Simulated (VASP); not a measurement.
An input for Ansatz (written as the equivalent of a VASP run, and not itself run):

Ansatz 0.2 input:
```yaml
crystal:
  lattice:
    - [0.0000000, 3.3520490, 3.3520490]
    - [3.3520490, 0.0000000, 3.3520490]
    - [3.3520490, 3.3520490, 0.0000000]
  atoms:
    - { symbol: Rb, position: [0.0000000, 0.0000000, 0.0000000] }
    - { symbol: Cl, position: [0.5000000, 0.5000000, 0.5000000] }
kpoints:
  mp_grid: { grid: [7, 7, 7] }
hamiltonian:
  xc: pbe
  pseudopotentials: { kind: paw }
scf:
  occupations: { method: gaussian, width: 0.01 }
  max_iter: 100
relax:
  max_steps: 50
  f_tol: 0.01
  cell: {}
output: { forces: true, stress: true, eigenvalues: true }
```

Q: Translate this input to VASP (INCAR, KPOINTS, POSCAR, choice of POTCAR).

A: Several could match; the one computed here: 
File KPOINTS:
```
K-points
0
Gamma
7 7 7
```

### INCAR
```
SIGMA = 0.01   ! width (eV)
EDIFFG = -0.01
ENCUT = 300
SYSTEM = RbCl
NELM = 100   ! most electronic steps
LCHARG = F
LMAXMIX = 4   ! l cut-off of mixed one-centre charges
NSW = 50   ! most ionic steps
EDIFF = 1E-6
IBRION = 2
LWAVE = F
ISIF = 3
LREAL = F
LASPH = T
PREC = Accurate
ALGO = Normal   ! blocked Davidson
ISMEAR = 0   ! Gaussian
GGA = PE
```

File POSCAR:
```
RbCl
1
    0.0000000000     3.3520490000     3.3520490000
    3.3520490000     0.0000000000     3.3520490000
    3.3520490000     3.3520490000     0.0000000000
Rb Cl
1 1
Direct
  0.0000000000   0.0000000000   0.0000000000
  0.5000000000   0.5000000000   0.5000000000
```

POTCAR, in this order: Rb_sv Cl (PBE.64 set). Program: vasp_std.

The two are equivalent in intent, not identical: each code has its own PAW files, so the cut-off isn't converted (ENCUT is set for VASP's; basis.ecutwfc is left out, and Ansatz then takes the one that its files recommend); Ansatz stops its SCF on the density residual and VASP on the energy change (EDIFF).

The structure comes from a computed database's RbCl entry; how it stands against other phases isn't given here. This run relaxes it. Symmetry was kept, so distortions that lower it aren't found. The run is one of a series of settings (EDIFFG = -0.01, IBRION = 2, ISIF = 3, NSW = 50 against the base run), some of them coarse on purpose.
